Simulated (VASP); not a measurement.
Method: LDA (Ceperley-Alder, Perdew-Zunger), VASP's LDA PAW potentials (set 64) (plane waves; VASP).

The input files of a VASP run:

**INCAR**
```
# general
SYSTEM   =  SiC
PREC     =  Accurate
ENCUT    =  620
LREAL    =  .FALSE.
LASPH    =  .TRUE.

# electronic loop
EDIFF    =  1E-6
NELM     =  100
ALGO     =  Normal

# smearing
ISMEAR   =  0
SIGMA    =  0.05

# ions
IBRION   =  2
NSW      =  40
ISIF     =  3
EDIFFG   =  -0.02
PSTRESS  =  50

# output
LWAVE    =  .FALSE.
LCHARG   =  .FALSE.
```

File KPOINTS:
```
Automatic mesh
0
Gamma
10 10 10
0 0 0
```

### POSCAR
```
SiC
1
    0.0000000000     2.1657860688     2.1657860688
    2.1657860688     0.0000000000     2.1657860688
    2.1657860688     2.1657860688     0.0000000000
Si C
1 1
Direct
  0.0000000000   0.0000000000   0.0000000000
  0.2500000000   0.2500000000   0.2500000000
```

POTCAR, in this order: Si C (LDA.64 set). Program: vasp_std.

The resulting files:

### OSZICAR
```
       N       E                     dE             d eps       ncg     rms          rms(c)
DAV:   1     0.679942055640E+01    0.67994E+01   -0.45690E+03   768   0.977E+02
DAV:   2    -0.182830264713E+02   -0.25082E+02   -0.23614E+02  1096   0.119E+02
DAV:   3    -0.187334422162E+02   -0.45042E+00   -0.45042E+00   880   0.196E+01
DAV:   4    -0.187347847949E+02   -0.13426E-02   -0.13426E-02  1152   0.123E+00
DAV:   5    -0.187347863017E+02   -0.15068E-05   -0.15068E-05   960   0.255E-02    0.925E+00
DAV:   6    -0.167455854791E+02    0.19892E+01   -0.85142E+00   840   0.165E+01    0.406E+00
DAV:   7    -0.166661165065E+02    0.79469E-01   -0.35315E-01  1112   0.429E+00    0.180E+00
DAV:   8    -0.166456691770E+02    0.20447E-01   -0.25248E-02   848   0.128E+00    0.180E-01
DAV:   9    -0.166454672175E+02    0.20196E-03   -0.94468E-04  1160   0.250E-01    0.906E-02
DAV:  10    -0.166454739257E+02   -0.67082E-05   -0.84831E-05   912   0.663E-02    0.251E-02
DAV:  11    -0.166454739547E+02   -0.29033E-07   -0.33959E-06  1024   0.130E-02
   1 F= -.16011406E+02 E0= -.16011406E+02  d E =-.160114E+02
       N       E                     dE             d eps       ncg     rms          rms(c)
DAV:   1    -0.166270663388E+02    0.18408E-01   -0.64049E-01   800   0.704E+00    0.907E-01
DAV:   2    -0.166153135288E+02    0.11753E-01   -0.29056E-02   864   0.115E+00    0.453E-01
DAV:   3    -0.166127741927E+02    0.25393E-02   -0.41623E-03  1016   0.458E-01    0.113E-01
DAV:   4    -0.166123756570E+02    0.39854E-03   -0.56976E-04   864   0.147E-01    0.448E-02
DAV:   5    -0.166123644630E+02    0.11194E-04   -0.14845E-05  1024   0.315E-02    0.306E-02
DAV:   6    -0.166123635668E+02    0.89615E-06   -0.71302E-07   688   0.794E-03
   2 F= -.16007982E+02 E0= -.16007982E+02  d E =0.342337E-02
       N       E                     dE             d eps       ncg     rms          rms(c)
DAV:   1    -0.166434221585E+02   -0.31058E-01   -0.18626E-01   784   0.373E+00    0.490E-01
DAV:   2    -0.166399518264E+02    0.34703E-02   -0.88272E-03   880   0.632E-01    0.249E-01
DAV:   3    -0.166392081449E+02    0.74368E-03   -0.11777E-03   992   0.244E-01    0.658E-02
DAV:   4    -0.166390862954E+02    0.12185E-03   -0.17416E-04   864   0.807E-02    0.227E-02
DAV:   5    -0.166390831105E+02    0.31850E-05   -0.42432E-06  1040   0.171E-02    0.159E-02
DAV:   6    -0.166390828417E+02    0.26880E-06   -0.19120E-07   496   0.422E-03
   3 F= -.16018638E+02 E0= -.16018638E+02  d E =-.723218E-02
```

File OUTCAR:
```
------------------------ aborting loop because EDIFF is reached ----------------------------------------
  FORCE on cell =-STRESS in cart. coord.  units (eV):
  Direction    XX          YY          ZZ          XY          YZ          ZX
  --------------------------------------------------------------------------------------
  Total        0.6166244      0.6166244      0.6166244     -0.0000000     -0.0000000      0.0000000
  in kB       49.6921052     49.6921052     49.6921052     -0.0000000     -0.0000000      0.0000000
  external PRESSURE =      -0.3078948 kB  Pullay stress =      50.0000000 kB
  volume of cell :       19.88
      direct lattice vectors                 reciprocal lattice vectors
    -0.000000000  2.150162620  2.150162620    -0.232540551  0.232540551  0.232540551
     2.150162620 -0.000000000  2.150162620     0.232540551 -0.232540551  0.232540551
     2.150162620  2.150162620  0.000000000     0.232540551  0.232540551 -0.232540551
  FREE ENERGIE OF THE ION-ELECTRON SYSTEM (eV)
  ---------------------------------------------------
  free  energy   TOTEN  =       -16.6390828417 eV

  energy  without entropy=      -16.6390828417  energy(sigma->0) =      -16.63908284
  enthalpy is  TOTEN    =       -16.0186377685 eV   P V=        0.6204450732

 reached required accuracy - stopping structural energy minimisation
```
(Selected blocks of OUTCAR.)

File CONTCAR:
```
SiC
   1.00000000000000
    -0.0000000000000000    2.1501626203151218    2.1501626203151218
     2.1501626203151218   -0.0000000000000000    2.1501626203151218
     2.1501626203151218    2.1501626203151218    0.0000000000000000
  Si              C
     1     1
Direct
     0.0000000000000000    0.0000000000000000    0.0000000000000000
     0.2500000000000000    0.2500000000000000    0.2500000000000000
```

Energy and stress use the plane-wave basis of the starting cell.

The compound is SiC in the zinc blende structure. This run relaxes it under an external pressure of 5 GPa. Symmetry was kept, so distortions that lower it aren't found.
